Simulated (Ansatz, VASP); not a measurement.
Given: the input of a run of VASP 6.6.1 on CuSn3.

File INCAR:

```
ALGO = Fast ; EDIFF = 1E-6
ENCUT = 520 ; GGA = PS
ISIF = 2 ; ISMEAR = -1
LASPH = True ; LCHARG = True
LELF = True ; LREAL = False
LVHAR = True ; LWAVE = False
NBANDS = 34 ; NELM = 60
PREC = Accurate ; SIGMA = 0.05
```

The input KPOINTS:

```
k-points
0
Gamma
  8 8 8
```

POSCAR

```
CuSn3
1.0
   -2.1941778637      2.1941778637      4.7712739781
    2.1941778637     -2.1941778637      4.7712739781
    2.1941778637      2.1941778637     -4.7712739781
Sn Cu
3 1
Direct
    0.5000000000      0.5000000000      0.0000000000
    0.2500000000      0.7500000000      0.5000000000
    0.7500000000      0.2500000000      0.5000000000
    0.0000000000      0.0000000000      0.0000000000
```

Potentials or basis: VASP PAW PBE potentials, release 64 (Sn_d, Cu).

Command:

```bash
$ cat potpaw_PBE.64/Sn_d/POTCAR potpaw_PBE.64/Cu/POTCAR > POTCAR
$ mpirun -np 1 vasp_std > vasp.out
```

Set up the same calculation for Ansatz 0.2.0. Potentials there: all-electron LAPW, scalar-relativistic.

As run (the cutoff follows the program's own potentials):

The input input.yaml:

```yaml
crystal:
  lattice:
    - [-2.1941778637, 2.1941778637, 4.7712739781]
    - [2.1941778637, -2.1941778637, 4.7712739781]
    - [2.1941778637, 2.1941778637, -4.7712739781]
  atoms:
    - { symbol: Sn, position: [0.5, 0.5, 0.0] }
    - { symbol: Sn, position: [0.25, 0.75, 0.5] }
    - { symbol: Sn, position: [0.75, 0.25, 0.5] }
    - { symbol: Cu, position: [0.0, 0.0, 0.0] }
kpoints:
  mp_grid: { grid: [8, 8, 8] }
scf:
  occupations: { method: fermi_dirac, width: 0.05 }
hamiltonian:
  xc: pbesol
  pseudopotentials: { kind: all_electron, lapw: { basis_error: 0.001 } }
output:
  forces: true
  stress: true
  eigenvalues: true
```

Potentials or basis: all-electron LAPW, scalar-relativistic.

Run with:

```bash
$ ansatz run input.yaml --threads 2 --pin off --max-ram 8192MiB --backend cpu --events-out ev --progress --plain --runs-dir out
```

Both were run:

|  | VASP | Ansatz | Ansatz less VASP |
| --- | --- | --- | --- |
| gap on the k mesh at the Fermi level (eV) | none | none | - |
| pressure (GPa) | -1.0 | -1.0 | 0.00 |
| largest component of the traceless stress (GPa) | 0.09 | 0.10 | +0.011 |

A gap of «none» marks a metal or a gap that the smearing closes. Ansatz ran all-electron here, so the differences hold the error of VASP's frozen core and of both bases.

Caveats: the PAW data sets were made with another functional, which shifts forces and pressure a little (VASP).
